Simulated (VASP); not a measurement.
Energy against volume of PbSe (rock salt). Method: revTPSS meta-GGA, VASP's PBE PAW potentials (set 64) (plane waves; VASP). Numerical set-up: 520 eV cut-off, 8×8×8 Γ-centred mesh, Gaussian smearing of 0.050 eV, potentials Pb_d Se.

```
V (Å³/atom)  E (eV/atom)
-----------  -----------
28.390          21.51394
29.268          21.50914
30.146          21.51263
31.024          21.52322
```

Task: Fit these four points and predict the energy of the run at 27.512 Å³/atom.

Result: A cubic in V^(−2/3), the third-order Birch-Murnaghan form, passes through the four points with V0 = 29.31 Å³/atom and B0 = 50 GPa, and gives 21.5284 eV/atom there. The run gave 21.5285 eV/atom, +0.1 meV/atom from the fit; all five points give B0 = 50 GPa.

The compound is PbSe in the rock salt structure. It was relaxed first.
